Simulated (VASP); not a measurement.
Computed with PBE GGA with D4 dispersion, VASP's PBE PAW potentials (set 64) (plane waves; VASP).

A VASP calculation is set up with these files.

**KPOINTS**
```
Automatic mesh
0
Gamma
9 9 2
0 0 0
```

**INCAR**
```
ALGO = Normal
EDIFF = 1E-7
ENCUT = 520
GGA = PE
ISIF = 2
ISMEAR = -5
IVDW = 13
LASPH = T
LCHARG = T
LEFG = T
LMAXMIX = 4
LORBIT = 11
LREAL = F
LWAVE = F
NEDOS = 601
NELM = 100
PREC = Accurate
SYSTEM = MoS2
```

POSCAR:
```
MoS2
1
    1.5763345934    -2.7302913315     0.0000000000
    1.5763345934     2.7302913315     0.0000000000
    0.0000000000     0.0000000000    12.1790950534
Mo S
2 4
Direct
  0.3333330000   0.6666670000   0.2500000000
  0.6666670000   0.3333330000   0.7500000000
  0.3333330000   0.6666670000   0.8783482327
  0.6666670000   0.3333330000   0.3783482327
  0.6666670000   0.3333330000   0.1216517673
  0.3333330000   0.6666670000   0.6216517673
```

POTCAR, in this order: Mo_sv S (PBE.64 set). Program: vasp_std.

The run wrote:

### OSZICAR
```
       N       E                     dE             d eps       ncg     rms          rms(c)
DAV:   1     0.462329711481E+03    0.46233E+03   -0.29823E+04  1664   0.160E+03
DAV:   2    -0.202116256190E+02   -0.48254E+03   -0.47244E+03  1865   0.405E+02
DAV:   3    -0.459123237815E+02   -0.25701E+02   -0.25557E+02  1979   0.805E+01
DAV:   4    -0.464454614338E+02   -0.53314E+00   -0.53216E+00  1756   0.118E+01
DAV:   5    -0.464612701404E+02   -0.15809E-01   -0.15802E-01  2007   0.188E+00    0.351E+01
DAV:   6    -0.443012899015E+02    0.21600E+01   -0.22415E+01  1675   0.252E+01    0.135E+01
DAV:   7    -0.438886017615E+02    0.41269E+00   -0.96771E+00  1674   0.158E+01    0.837E+00
DAV:   8    -0.435661099289E+02    0.32249E+00   -0.15532E+00  1937   0.688E+00    0.294E+00
DAV:   9    -0.435775317834E+02   -0.11422E-01   -0.14408E-01  2015   0.186E+00    0.137E+00
DAV:  10    -0.435694223434E+02    0.81094E-02   -0.67671E-02  1784   0.144E+00    0.348E-01
DAV:  11    -0.435693838078E+02    0.38536E-04   -0.26293E-03  1854   0.298E-01    0.196E-01
DAV:  12    -0.435692875672E+02    0.96241E-04   -0.58080E-04  1902   0.124E-01    0.757E-02
DAV:  13    -0.435692963135E+02   -0.87462E-05   -0.14759E-04  1956   0.644E-02    0.108E-02
DAV:  14    -0.435692982606E+02   -0.19471E-05   -0.12473E-05  1763   0.201E-02    0.146E-02
DAV:  15    -0.435692988315E+02   -0.57089E-06   -0.19139E-06  1650   0.720E-03    0.440E-03
DAV:  16    -0.435692986210E+02    0.21048E-06   -0.11878E-06  1734   0.620E-03    0.102E-03
DAV:  17    -0.435692987286E+02   -0.10757E-06   -0.58817E-08  1206   0.149E-03    0.776E-04
DAV:  18    -0.435692987013E+02    0.27218E-07   -0.64726E-09  1150   0.547E-04
   1 F= -.46169507E+02 E0= -.46169507E+02  d E =0.000000E+00
```

OUTCAR:
```
------------------------ aborting loop because EDIFF is reached ----------------------------------------
  Edisp (eV):   -2.60021
  FORCE on cell =-STRESS in cart. coord.  units (eV):
  Direction    XX          YY          ZZ          XY          YZ          ZX
  --------------------------------------------------------------------------------------
  Total       0.05692     0.05692     0.06130     0.00000     0.00000     0.00000
  in kB       0.86985     0.86985     0.93678     0.00000     0.00000     0.00000
  external pressure =        0.89 kB  Pullay stress =        0.00 kB
  volume of cell :      104.83
      direct lattice vectors                 reciprocal lattice vectors
     1.576334593 -2.730291332  0.000000000     0.317191542 -0.183130640  0.000000000
     1.576334593  2.730291332  0.000000000     0.317191542  0.183130640  0.000000000
     0.000000000  0.000000000 12.179095053     0.000000000  0.000000000  0.082107907
 POSITION                                       TOTAL-FORCE (eV/Angst)
 -----------------------------------------------------------------------------------
      1.57633      0.91010      3.04477         0.000000     -0.000000      0.000000
      1.57633     -0.91010      9.13432        -0.000000      0.000000      0.000000
      1.57633      0.91010     10.69749         0.000000     -0.000000      0.016176
      1.57633     -0.91010      4.60794        -0.000000      0.000000      0.016176
      1.57633     -0.91010      1.48161        -0.000000      0.000000     -0.016176
      1.57633      0.91010      7.57116         0.000000      0.000000     -0.016176
 -----------------------------------------------------------------------------------
    total drift:                                0.000000      0.001592     -0.000028
  FREE ENERGIE OF THE ION-ELECTRON SYSTEM (eV)
  ---------------------------------------------------
  free  energy   TOTEN  =       -46.1695072912 eV

  energy  without entropy=      -46.1695072912  energy(sigma->0) =      -46.16950729

 total charge

# of ion       s       p       d       tot
------------------------------------------
    1        2.294   6.225   3.964  12.483
    2        2.294   6.225   3.964  12.483
    3        1.365   2.344   0.000   3.709
    4        1.365   2.344   0.000   3.709
    5        1.365   2.344   0.000   3.709
    6        1.365   2.344   0.000   3.709
--------------------------------------------------
tot         10.049  21.824   7.929  39.801

 Electric field gradients after diagonalization (V/A^2)
 (convention: |V_zz| > |V_xx| > |V_yy|)
----------------------------------------------------------------------
 ion       V_xx      V_yy      V_zz     asymmetry (V_yy - V_xx)/ V_zz
----------------------------------------------------------------------
   1      39.477    39.472   -78.949       0.000
   2      39.477    39.472   -78.949       0.000
   3      25.736    25.735   -51.471       0.000
   4      25.736    25.735   -51.471       0.000
   5      25.736    25.735   -51.471       0.000
   6      25.736    25.735   -51.471       0.000
```
(Selected blocks of OUTCAR.)

The compound is MoS2 in the 2H layered structure. It was relaxed first.
